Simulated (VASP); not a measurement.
Output of a VASP run:

OSZICAR:
```
       N       E                     dE             d eps       ncg     rms          rms(c)
DAV:   1     0.109405805571E+03    0.10941E+03   -0.88698E+03   578   0.148E+03
DAV:   2    -0.413831284906E+00   -0.10982E+03   -0.10717E+03   572   0.344E+02
DAV:   3    -0.976814539248E+01   -0.93543E+01   -0.89825E+01   734   0.891E+01
DAV:   4    -0.998891585511E+01   -0.22077E+00   -0.22073E+00   596   0.158E+01
DAV:   5    -0.999837341059E+01   -0.94576E-02   -0.94575E-02   834   0.318E+00    0.761E+00
DAV:   6     0.308559230860E+00    0.10307E+02   -0.71722E+00   584   0.372E+01    0.309E+00
DAV:   7     0.249578249293E+00   -0.58981E-01   -0.13846E+00   638   0.185E+01    0.186E+00
DAV:   8     0.289236714054E+00    0.39658E-01   -0.13860E-01   560   0.567E+00    0.845E-01
DAV:   9     0.294503602558E+00    0.52669E-02   -0.16287E-02   620   0.203E+00    0.280E-01
DAV:  10     0.286525705627E+00   -0.79779E-02   -0.11379E-02   560   0.158E+00    0.147E-01
DAV:  11     0.291956913380E+00    0.54312E-02   -0.13163E-03   572   0.372E-01    0.107E-01
DAV:  12     0.293447363304E+00    0.14904E-02   -0.13015E-03   560   0.412E-01    0.427E-02
DAV:  13     0.293314674181E+00   -0.13269E-03   -0.56057E-04   560   0.327E-01    0.293E-02
DAV:  14     0.293453010157E+00    0.13834E-03   -0.19373E-04   596   0.209E-01    0.700E-03
DAV:  15     0.293452732927E+00   -0.27723E-06   -0.83446E-06   686   0.267E-02    0.727E-03
DAV:  16     0.293452258383E+00   -0.47454E-06   -0.36951E-07   602   0.807E-03    0.663E-03
DAV:  17     0.293451199925E+00   -0.10585E-05   -0.35320E-06   560   0.280E-02    0.258E-03
DAV:  18     0.293451161052E+00   -0.38873E-07   -0.67803E-07   572   0.952E-03
   1 F= 0.29345116E+00 E0= 0.29345116E+00  d E =-.613433E-11
```

### OUTCAR
```
------------------------ aborting loop because EDIFF is reached ----------------------------------------
  FORCE on cell =-STRESS in cart. coord.  units (eV):
  Direction    XX          YY          ZZ          XY          YZ          ZX
  --------------------------------------------------------------------------------------
  Total       -0.9725168     -0.9725168     -0.9725168      0.0000000      0.0000000      0.0000000
  in kB      -23.8490467    -23.8490467    -23.8490467      0.0000000      0.0000000      0.0000000
  external PRESSURE =     -23.8490467 kB  Pullay stress =       0.0000000 kB
  volume of cell :       65.33
      direct lattice vectors                 reciprocal lattice vectors
     0.000000000  3.196702538  3.196702538    -0.156411175  0.156411175  0.156411175
     3.196702538  0.000000000  3.196702538     0.156411175 -0.156411175  0.156411175
     3.196702538  3.196702538  0.000000000     0.156411175  0.156411175 -0.156411175
 POSITION                                       TOTAL-FORCE (eV/Angst)
 -----------------------------------------------------------------------------------
      0.00000      0.00000      0.00000         0.000000     -0.000000     -0.000000
      3.19670      3.19670      3.19670        -0.000000      0.000000      0.000000
 -----------------------------------------------------------------------------------
    total drift:                               -0.000000      0.000000      0.000000
  FREE ENERGIE OF THE ION-ELECTRON SYSTEM (eV)
  ---------------------------------------------------
  free  energy   TOTEN  =         0.2934511611 eV

  energy  without entropy=        0.2934511611  energy(sigma->0) =        0.29345116
```
(Selected blocks of OUTCAR.)

File POSCAR:
```
SnTe
1
    0.0000000000     3.1967025380     3.1967025380
    3.1967025380     0.0000000000     3.1967025380
    3.1967025380     3.1967025380     0.0000000000
Sn Te
1 1
Direct
  0.0000000000   0.0000000000   0.0000000000
  0.5000000000   0.5000000000   0.5000000000
```

Problem. Write an INCAR and KPOINTS that could have produced this output.

Solution. Several could match; the one computed here: the input of the run itself, MS2 meta-GGA, plane waves, VASP's PBE PAW potentials (set 64).

KPOINTS:
```
K-points
0
gamma
 7 7 7
0 0 0
```

INCAR:
```
SYSTEM = SnTe
PREC = Accurate; ENCUT = 520; LREAL = F
LASPH = T
EDIFF = 1E-7; NELM = 100; ALGO = Normal
LMAXMIX = 4; LMIXTAU = T
ISMEAR = 0; SIGMA = 0.05
METAGGA = MS2
ISIF = 2
LWAVE = F; LCHARG = F
```

POTCAR, in this order: Sn_d Te (PBE.64 set). Program: vasp_std.

The compound is SnTe in the rock salt structure, which distorts at low temperature. This cell is one point of a volume scan, at 1.06 of the reference volume.
